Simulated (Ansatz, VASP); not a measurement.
# Co (Cobalt) in two plane-wave programs

Wanted: the spread between two codes on one cell, functional and k mesh. The cell is taken from a series of runs on this material, whose earlier steps may have relaxed, scaled, displaced or heated it; both programs get it as it stands.

Main program and level: Ansatz 0.2.0; plane waves, with VASP 6.6.1 beside it; relaxation of cell and atoms at PBE.

## (1) Set-up

The structure is hexagonal, space group P6_3/mmc (No. 194). Conventional cell: a = 2.495 Å, b = 2.495 Å, c = 4.035 Å, α = 90.00°, β = 90.00°, γ = 120.00°. Nearest to Co lie 12 Co at 2.48 to 2.49 Å.

## (2) Ansatz: relaxation of cell and atoms, PBE

Ansatz runs on its default PAW (the set named soft_2) files.

The relaxed volume is the usual yardstick between codes: in a stiff, nearly cubic crystal its relative difference is about their pressure difference at one cell divided by the bulk modulus.

input.yaml reads:

```yaml
crystal:
  lattice:
    - [2.4947401865, 0.0, 0.0]
    - [-1.2473700932, 2.1605083773, 0.0]
    - [0.0, 0.0, 4.0350827531]
  atoms:
    - { symbol: Co, position: [0.3333333333, 0.6666666667, 0.25], spin: 1.88 }
    - { symbol: Co, position: [0.6666666667, 0.3333333333, 0.75], spin: 1.88 }
kpoints:
  mp_grid: { grid: [15, 15, 8] }
hamiltonian:
  xc: pbe
scf:
  occupations: { method: gaussian, width: 0.15 }
output:
  forces: true
  stress: true
  eigenvalues: true
  populations: true
magnetization:
  spin_polarized: true
relax:
  adjacent_minimum: "off"
  f_tol: 0.001
  max_steps: 60
  cell: { stress_tol: 0.01 }
```

Launch:

```console
$ ansatz run input.yaml --threads 4 --pin off --max-ram 10240MiB --backend cpu --events-out ev --progress --plain --runs-dir out
```

Numbers of over 12 decimals in the logs are rounded to 6 here.

The log of the run:

```text
Engine: ansatz 0.2.0, x86_64-unknown-linux-gnu
Pseudopotentials: kind: paw
Pseudopotential: Co, paw, valence charge 17, recommended cutoff 420 eV (normal), Co.paw.azcp
Functional definition: PBE
  parameter kappa = 0.804
  parameter beta = 0.066725
  exchange = pbe_x(kappa = kappa, mu = beta*pi^2/3)
  correlation = pbe_c(beta = beta)
Crystal: 2 atoms, lattice volume = 21.749 Å³
Basis set: ecut = 420 eV, 403 PW (Γ), exchange–correlation on 36×36×54 points (8 copies of the dense FFT grid, shifted against one another)
Bands: 23, of which v1, the nominal top of the filled ones, is band 17 counted from 1 (16 counted from 0)
Symmetry: 24 space group operations
Space group: P63/mmc (ITA 194), of the structure as read, at distance tolerance 2.8e-5 Å
Magnetic group: BNS 194.263 (UNI 1493), of the structure as read, at distance tolerance 2.8e-5 Å
k-points: 135 of 1800
Non-local potential: Co, projectors of the file, l = 0: 3, l = 1: 2, l = 2: 3, l = 3: 1
PAW form: soft (Blöchl's): semilocal exchange-correlation on the pseudo side does not see the compensation charge
PAW one-centre angular grid: Co, 590 points (default); XC on 64 Gauss nodes
Initial density: superposition of atomic densities (chi_scale 0.1, normalization cell)
Starting moments: Σ|m| = 3.76 μB on 2 of 2 sites
Initial wavefunctions: pseudopotential atomic-orbital guess
Functional: x = pbe(κ = 0.804, μ = 0.219515), c = pbe(β = 0.066725)
SCF iter   1: F=—  HF=-10251.686874 eV  |F-HF|=—  |Δ(HF+E_count)|=         —  Δρ=9.46e-2 (↑4.14e-2 ↓9.46e-2)  dr2=2.31e0  dr2_m=1.54e-1  M=3.467 μB ∫|m|=3.618 μB  β_m=0.30  ethr=3.10e-3  ⟨swp⟩=4.8  Hψ=22592  notcnv=0
Mixer restart at iter 1: flushing history
preconditioner: auto → none  [metal: Δε(μ)=0.003 eV  Ē_g=9.119 eV  σ=0.150 eV  W_gap=0.01  n_scr=8 (ndim 8)  ℏωp=33.8 eV  f_vac=0.000  D(μ)=1.68/eV (n_scr^D=22)  sad-step TF]
SCF iter   2: F=—  HF=-10250.982445 eV  |F-HF|=—  |Δ(HF+E_count)|=   7.04e-1  Δρ=3.73e-2 (↑1.38e-2 ↓3.73e-2)  dr2=1.57e-1  dr2_m=1.11e-1  M=3.446 μB ∫|m|=3.645 μB  β_m=0.36  ethr=3.10e-3  ⟨swp⟩=2.7  Hψ=11546  notcnv=0  defer=324
SCF iter   3: F=—  HF=-10251.564241 eV  |F-HF|=—  |Δ(HF+E_count)|=         —  Δρ=1.69e-2 (↑1.69e-2 ↓7.24e-3)  dr2=1.51e-2  dr2_m=2.26e-2  M=3.348 μB ∫|m|=3.598 μB  β_m=0.36  ethr=4.63e-4  ⟨swp⟩=1.8  Hψ=7494  notcnv=0  defer=324
Mixer restart at iter 3: flushing history
SCF iter   4: F=—  HF=-10251.915501 eV  |F-HF|=—  |Δ(HF+E_count)|=   3.51e-1  Δρ=1.10e-2 (↑1.10e-2 ↓4.44e-3)  dr2=9.83e-3  dr2_m=8.87e-3  M=3.319 μB ∫|m|=3.594 μB  β_m=0.62  ethr=4.44e-5  ⟨swp⟩=2.4  Hψ=11342  notcnv=0  defer=324
SCF iter   5: F=—  HF=-10252.282067 eV  |F-HF|=—  |Δ(HF+E_count)|=   3.67e-1  Δρ=4.44e-3 (↑4.44e-3 ↓3.58e-3)  dr2=9.42e-3  dr2_m=3.32e-4  M=3.278 μB ∫|m|=3.593 μB  β_m=0.67  ethr=2.89e-5  ⟨swp⟩=2.0  Hψ=12172  notcnv=0  defer=325
SCF iter   6: F=—  HF=-10252.331858 eV  |F-HF|=—  |Δ(HF+E_count)|=   4.98e-2  Δρ=1.35e-2 (↑1.35e-2 ↓1.09e-2)  dr2=6.94e-2  dr2_m=3.55e-4  M=3.254 μB ∫|m|=3.586 μB  β_m=0.51  ethr=2.77e-5  ⟨swp⟩=2.0  Hψ=13106  notcnv=0  defer=292  recentre
SCF iter   7: F=—  HF=-10252.314891 eV  |F-HF|=—  |Δ(HF+E_count)|=   1.70e-2  Δρ=1.16e-3 (↑6.21e-4 ↓1.16e-3)  dr2=4.06e-4  dr2_m=3.87e-5  M=3.262 μB ∫|m|=3.588 μB  β_m=0.55  ethr=2.77e-5  ⟨swp⟩=2.0  Hψ=13243  notcnv=0  defer=302
SCF iter   8: F=—  HF=-10252.315574 eV  |F-HF|=—  |Δ(HF+E_count)|=   6.83e-4  Δρ=5.89e-4 (↑3.00e-4 ↓5.89e-4)  dr2=8.90e-5  dr2_m=1.13e-5  M=3.261 μB ∫|m|=3.588 μB  β_m=0.77  ethr=1.19e-6  ⟨swp⟩=1.9  Hψ=8045  notcnv=0  defer=300
SCF iter   9: F=—  HF=-10252.315871 eV  |F-HF|=—  |Δ(HF+E_count)|=   2.97e-4  Δρ=3.86e-5 (↑3.86e-5 ↓2.07e-5)  dr2=3.79e-8  dr2_m=1.67e-7  M=3.258 μB ∫|m|=3.587 μB  β_m=0.84  ethr=2.62e-7  ⟨swp⟩=2.0  Hψ=10854  notcnv=0  defer=297
SCF iter  10: F=—  HF=-10252.315871 eV  |F-HF|=—  |Δ(HF+E_count)|=   4.53e-8  Δρ=7.81e-6 (↑7.81e-6 ↓7.02e-6)  dr2=2.79e-8  dr2_m=6.15e-10  M=3.258 μB ∫|m|=3.587 μB  β_m=0.88  ethr=1.12e-10  ⟨swp⟩=2.0  Hψ=8725  notcnv=0  defer=297
SCF iter  11: F=-10252.315871 eV  HF=-10252.315871 eV  |F-HF|=5.46e-11  |Δ(HF+E_count)|=   2.79e-8  Δρ=6.33e-7 (↑6.33e-7 ↓4.11e-7)  dr2=8.98e-11  dr2_m=2.35e-11  M=3.258 μB ∫|m|=3.587 μB  ethr=8.19e-11  ⟨swp⟩=4.6  Hψ=21701  notcnv=0
SCF 1 converged in 11 iterations: F = -10252.315871 eV  dr2 = 8.98e-11
  greatest PAW one-centre occupation: 1.001 electrons in one spin orbital (limit 2), on the Co atom at site 1 (counted from 0), in its partial waves of l = 1
relax step   1: F+E_penalty+E_count = -10252.31587063 eV  Δ(F+E_penalty+E_count) = +0.000e0 eV  max|allowed force component| = 2.082e-17 eV/Å  Δτ_max = 0.0000 Å  P = -0.012 GPa  Ω = 21.749 Å³  (11 SCF iters, dr2 threshold 1.00e-7 eV, accepted)
[...]
relax step   2: F+E_penalty+E_count = -10252.31587166 eV  Δ(F+E_penalty+E_count) = -1.036e-6 eV  max|allowed force component| = 1.619e-17 eV/Å  Δτ_max = 0.0000 Å  P = -0.004 GPa  Ω = 21.748 Å³  energy of the carried Pulay correction = +7.477e-7 eV  (4 SCF iters, dr2 threshold 1.97e-9 eV, accepted)
[...]
relax step   3: F+E_penalty+E_count = -10252.31587208 eV  Δ(F+E_penalty+E_count) = -4.144e-7 eV  max|allowed force component| = 3.007e-17 eV/Å  Δτ_max = 0.0000 Å  P = -0.001 GPa  Ω = 21.748 Å³  energy of the carried Pulay correction = +1.044e-6 eV  (4 SCF iters, dr2 threshold 4.94e-10 eV, accepted)
[...]
relax step   4: F+E_penalty+E_count = -10252.31586904 eV  Δ(F+E_penalty+E_count) = +3.040e-6 eV  max|allowed force component| = 3.701e-17 eV/Å  Δτ_max = 0.0000 Å  P = -0.001 GPa  Ω = 21.748 Å³  stress off target by 1.15e-3 GPa  SCF on the basis re-selected at this cell (its energy is not comparable with the rows above)  (6 SCF iters)
basis re-selected at this cell: Δ(F+E_penalty+E_count) = +3.040e-6 eV, ΔP = -0.000 GPa vs the last step (what re-selecting the basis moved, of the pressure what is left beyond the Pulay correction that the steps carried, after the strain that the cell walked since its last selection, with what the two solves' SCF thresholds leave and, on support functions, any second-order correction that the steps lacked; it is no m [...]
SCF converged after 6 iterations
Magnetization: 3.2584 μB (18.6292 up, 15.3708 down)
Absolute magnetization: 3.5878 μB (∫|ρ↑−ρ↓|, with the PAW one-centre terms)
Spin contamination: 0.0569 ħ² per cell (⟨S²⟩ above its minimum at these occupations)
Per-site moments (μB) at R_I (Å): [(1.704858, 1.022596), (1.704858, 1.022596)]
Free energy (F): -10252.315869 eV
Harris-Foulkes:  -10252.315869 eV  (|F-HF|=0.00e0)
Internal energy: -10252.297216 eV  (E = F + TS)
E sigma→0 (E₀):  -10252.306542 eV
Entropy (-TS):   -0.018653 eV (-9.327 meV/atom)
Fermi energy:    18.640745 eV
--- Per-component energies (eV) ---
  E_band       = -489.468606
  E_kinetic    = 907.134728
  E_local      = -5671.184615  (includes V_loc(G=0)·N_el)
  E_nonlocal   = 908.231584
  E_hartree    = 2376.818017
  E_xc         = -317.984774
  E_vxc        = -410.337612  (∫ρ·V_xc dr)
  E_paw        = -3030.270316  (= ΣΔE_a)
  E_vpaw       = -976.948876  (= ΣTr[D̂ρ^β])
  E_aug_tail   = 0.000166  (compensation charges beyond the density's cutoff)
  E_ewald      = -5425.042006
  E_smearing   = -0.018653  (= −TS)
  E_closure    = -0.000000  (closes the sum)
  Σ components = -10252.315869   (vs F -10252.315869, Δ=0.00e0)
--- Forces (eV/Å), atoms counted from 1 ---
  atom   1  Co    -0.00000000     0.00000000     0.00000000
  atom   2  Co     0.00000000    -0.00000000     0.00000000
  max |Σ_I F_I| component: 0.00e0 eV/Å
--- Stress (GPa, compression-positive) ---
       -0.001151      -0.000000       0.000000
       -0.000000      -0.001151       0.000000
        0.000000       0.000000      -0.001131
  P = ⅓ Tr σ = -0.0011 GPa (-0.011 kbar)
--- Band table (eV; the first three rows and the last of 270) ---
  k-point 0 ↑: bands = [... 13 lower, 16.3512, 16.3512, 16.6981, 16.6981, 17.8055, 17.8055, 18.4636, 24.9136, ... 2 higher]
  k-point 1 ↑: bands = [... 13 lower, 16.3080, 16.3080, 16.7964, 16.7964, 17.7972, 17.7972, 17.8580, 25.8310, ... 2 higher]
  k-point 2 ↑: bands = [... 13 lower, 16.1998, 16.1998, 16.7465, 17.0172, 17.0172, 17.7575, 17.7575, 27.9430, ... 2 higher]
  k-point 134 ↓: bands = [... 13 lower, 16.8919, 18.4841, 18.4841, 19.7550, 19.7550, 24.9182, 24.9182, 26.6137, ... 2 higher]
--- Relaxed structure (3 steps of the walk, 3 accepted, 1 SCFs on fresh bases) ---
  F+E_penalty+E_count = -10252.31586904 eV   max|allowed force component| = 3.701e-17 eV/Å   (the final SCF, on the basis selected at the relaxed cell)
  cell:  # Å, volume = 21.7478 Å³
    - [2.494567, -2.8865528583246914e-11, 0.0]
    - [-1.247283, 2.160358, 0.0]
    - [0.0, 0.0, 4.035472]
  atoms:
    - { symbol: Co, position: [0.333333, 0.666667, 0.250000] }
    - { symbol: Co, position: [0.666667, 0.333333, 0.750000] }
--- Löwdin populations: 2 sites ---
  site symbol       q [e]    m [muB]
     0     Co     16.7810     1.6949
     1     Co     16.7810     1.6949
  spilling = 0.012884 (of n_electrons = 34.000000)
```

Reading the cycles: dr2 is the Hartree energy of the density residual (eV), the measure of convergence; HF is the Harris–Foulkes estimate of the energy, which meets the free energy F at convergence.

[end of part 1 of 2]

[Lines on the potential files, build, host, timing and source positions are cut from VASP's logs without a mark.]

[Logs are printed without paths, hosts, clocks, repeated set-up lines and the standing remarks that a program may print on its own settings, such as how far it seeks lower states.]

[Hosts, paths, dates, database ids (printed as entryN), source tags and the programs' standing remarks are cut or masked in the printed files.]
